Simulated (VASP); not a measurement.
## Hf: transverse stress against strain

Hf (hcp, P6_3/mmc, 22.443 Å³/atom and stress up to 0.08 GPa in the relaxed cell, c along z) under a strain ε along c (axis z), the other axes held. PBE in VASP (plane waves, PAW), 480 eV, 18×18×10 Γ-centred mesh, Methfessel-Paxton smearing 0.10 eV; ions are relaxed, or left where forces stay under 0.02 eV/Å, within the symmetry of each cell. Stress is positive for a compressed cell.

Here s stands for strain and y for stress xx.

```csv
strain (%),stress xx (GPa)
-1.50,1.04
-1.00,0.69
-0.50,0.34
0.00,0.00
0.50,-0.34
1.00,-0.67
1.50,-1.00
3.00,?
```

Fit y of the 7 rows that show it with a straight line. Means: s 0, y 0.009. About the means, the sum of products is -4.7600 and the sum of squares of s is 7.0000; the slope is their ratio. Least squares gives y = 0.009 - 0.6800·s. Residuals (row less fit): 0.011, 0.001, -0.009, -0.009, -0.009, 0.001, 0.011; standard error 0.010 (degrees of freedom: 5). The slope gives the elastic constant C13 = about 68 GPa.

What does the fit predict for y at s = 3.00, and how far is the calculated value from it?

y = 0.009 - 0.6800 × 3.0 = -2.031 GPa. The calculation gives -1.92 GPa, 0.111 GPa above the prediction (3.8 % of the range of y in the table). The row lies outside the fitted rows, so this is an extrapolation. From the scatter of the fitted rows alone, a prediction at this place has a standard error of 0.015 GPa, so the miss is 7.4 times that.

A polynomial of degree 2 through the 12 other runs of the series gives -1.92 there, so most of the miss is curvature that the fit leaves out. In a metal these values are sensitive to mesh and smearing; energies are taken to zero smearing, stresses follow the free energy. Rows are the converged runs of the series near zero and its far end; series whose fitted rows scatter by over a few per cent of the range, as at a crossing or softening among them, aren't shown in this form, nor equations of state whose B0' disagrees with the runs' pressures. Most that stay on the fit to the last digits aren't either.
